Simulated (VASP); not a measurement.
A VASP calculation is set up with these files.

File KPOINTS:
```
kpoints
0
G
11 11 11
```

### POSCAR
```
HgSe
1
    0.0000000000     2.7818965613     2.7818965613
    2.7818965613    -0.0000000000     2.7818965613
    2.7818965613     2.7818965613     0.0000000000
Hg Se
1 1
Direct
  1.0000000000   0.0000000000   0.0000000000
  0.2500000000   0.2500000000   0.2500000000
```

**INCAR**
```
SYSTEM = HgSe
PREC = Accurate
ENCUT = 500
EDIFF = 1E-6
NELM = 100
ALGO = Normal
LREAL = .FALSE.
LASPH = .TRUE.
ISMEAR = 1
SIGMA = 0.1
LMAXMIX = 6
LWAVE = .FALSE.
LCHARG = .FALSE.
IBRION = 2
ISIF = 3
NSW = 40
EDIFFG = -0.02
PSTRESS = 300
```

POTCAR, in this order: Hg Se (LDA.64 set). Program: vasp_std.

Problem. Translate this LDA calculation to Ansatz.

Solution. One equivalent input (not run):
Ansatz 0.2 input:
```yaml
crystal:
  lattice:
    - [0.0000000, 2.7818966, 2.7818966]
    - [2.7818966, 0.0000000, 2.7818966]
    - [2.7818966, 2.7818966, 0.0000000]
  atoms:
    - { symbol: Hg, position: [1.0000000, 0.0000000, 0.0000000] }
    - { symbol: Se, position: [0.2500000, 0.2500000, 0.2500000] }
kpoints:
  mp_grid: { grid: [11, 11, 11] }
hamiltonian:
  xc: lda
  pseudopotentials: { kind: paw }
scf:
  occupations: { method: methfessel_paxton, width: 0.1 }
  max_iter: 100
relax:
  max_steps: 40
  f_tol: 0.02
  cell: { p_target: 30 }
output: { forces: true, stress: true, eigenvalues: true }
```
What does not carry over: each code has its own PAW files, so the cut-off isn't converted (ENCUT is set for VASP's; basis.ecutwfc is left out, and Ansatz then takes the one that its files recommend); Ansatz stops its SCF on the density residual and VASP on the energy change (EDIFF); Ansatz's lda is the Perdew-Wang form, while the LDA potentials of VASP carry Perdew-Zunger's.

The compound is HgSe in the zinc blende structure. It was relaxed first under an external pressure of 30 GPa.
